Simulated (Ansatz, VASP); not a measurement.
Two plane-wave programs on B5Ru

```xyz
6
Lattice="0.0000 2.9880 2.9880 2.9880 0.0000 2.9880 2.9880 2.9880 0.0000" Properties=species:S:1:pos:R:3 pbc="T T T"
B     5.2350    3.7289    3.7289
B     5.2350    5.2350    5.2350
B     1.4940    1.4940    1.4940
B     3.7289    3.7289    5.2350
B     3.7289    5.2350    3.7289
Ru    2.9880    2.9880    2.9880
```

Change from the starting cell: species swapped into the HfNi5 type (F-43m, No. 216).

Alike in both runs: task relaxation of cell and atoms; functional PBE; k mesh 6 × 6 × 6; occupations gaussian, width 0.1 eV; no spin polarisation.

|  | VASP | Ansatz |
| --- | --- | --- |
| version | VASP 6.6.1 | Ansatz 0.2.0 |
| potentials or method | VASP PAW PBE potentials, release 64 (B, Ru_pv) | scalar-relativistic, plane waves, PAW |
| plane-wave cutoff (eV) | 600 | 420 |
| valence electrons in the cell | 29 | 31 |

Ansatz gave:

* gap on the k mesh at the Fermi level, each at its own relaxed structure (eV): none
* relaxed volume (Å³/atom): 7.34
* relaxed cell length with the largest relative difference (Å): 3.964
* energy change over the relaxation (meV/atom): -210

Which values does VASP return?

gap on the k mesh at the Fermi level, each at its own relaxed structure (eV): none; relaxed volume (Å³/atom): 7.31; relaxed cell length with the largest relative difference (Å): 3.959; energy change over the relaxation (meV/atom): -211.

A gap of «none» marks a metal or a gap that the smearing closes. The two sets of potentials don't hold the same shells in valence.

Caveats: the volume moved by over 15 % at a fixed basis, so the end points are rough.
